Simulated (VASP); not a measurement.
Data:

```
PtTe2
1.0
    2.03772    -3.52944     0.00000
    2.03772     3.52944     0.00000
    0.00000     0.00000     5.20860
Te Pt
2 1
Direct
  0.33333   0.66667   0.26256
  0.66667   0.33333   0.73744
  0.00000   0.00000   0.00000
```

All values below come from rev-vdW-DF2, VASP's PBE PAW potentials (set 64) (plane waves; VASP 6.6.1). Numerical set-up: 520 eV cut-off, Gaussian smearing of 0.050 eV, potentials Te Pt.

Unless said otherwise, spin-orbit coupling is left out, though it shifts the bands of the heavy elements here.

Q: Estimate the band gap (along the path) with the smallest direct gap where there is one.

A: 
| Property | Value |
|---|---|
| band gap (along the path) | none (metal, semimetal or under 0.01 eV) |

The absolute energy has meaning only against runs of the same code, potentials and settings.

The compound is PtTe2 in the 1T layered structure. It was relaxed first.
